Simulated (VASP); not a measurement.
VASP input:

INCAR:
```
GGA=PE   # PBE
ISIF=2   # forces and stress, cell fixed
NELM=100
PREC=Accurate
SYSTEM=MgO
LASPH=.TRUE.
SIGMA=0.01   # width (eV)
LREAL=.FALSE.   # projection in real space or not
LWAVE=.FALSE.
ISMEAR=0
LCHARG=.FALSE.
ENCUT=400
ALGO=Normal
EDIFF=1E-6   # SCF stop (eV)
```

**KPOINTS**
```
Automatic mesh
0
Gamma
11 11 11
0 0 0
```

File POSCAR:
```
MgO
4.1940
  0.0000000000   0.5000000000   0.5000000000
  0.5000000000   0.0000000000   0.5000000000
  0.5000000000   0.5000000000   0.0000000000
Mg O
1 1
Cartesian
 -0.0004180000   0.0043385000  -0.0028655000
  0.5004180000   0.4956615000   0.5028655000
```

POTCAR, in this order: Mg O (PBE.64 set). Program: vasp_std.

Problem. Translate this PBE calculation to Quantum ESPRESSO's pw.x.

Solution. One equivalent input (not run):
```
&CONTROL
  calculation = 'scf'
  pseudo_dir = './pseudo'
  outdir = './out'
  tprnfor = .true.
  tstress = .true.
/
&SYSTEM
  ibrav = 0
  nat = 2
  ntyp = 2
  ecutwfc = 84
  occupations = 'smearing'
  smearing = 'gaussian'
  degauss = 0.000735
  input_dft = 'pbe'
/
&ELECTRONS
  conv_thr = 7.3e-08
  electron_maxstep = 100
/
ATOMIC_SPECIES
  Mg 24.305 Mg.upf
  O 15.999 O.upf
CELL_PARAMETERS angstrom
     0.0000000    2.0970000    2.0970000
     2.0970000    0.0000000    2.0970000
     2.0970000    2.0970000    0.0000000
ATOMIC_POSITIONS crystal
  Mg   0.0018910 -0.0076220  0.0067860
  O    0.4981090  0.5076220  0.4932140
K_POINTS automatic
  11 11 11 0 0 0
```
Limits of the translation: the potentials are each code's own (VASP's PAW set, PseudoDojo norm-conserving files in pw.x), so ENCUT and ecutwfc are chosen apart and not converted; conv_thr bounds pw.x's estimated SCF error, while EDIFF bounds the energy change between steps.

The structure comes from a computed database's MgO entry; how it stands against other phases isn't given here. The cell was not relaxed at this level, atoms are displaced from their ideal sites.
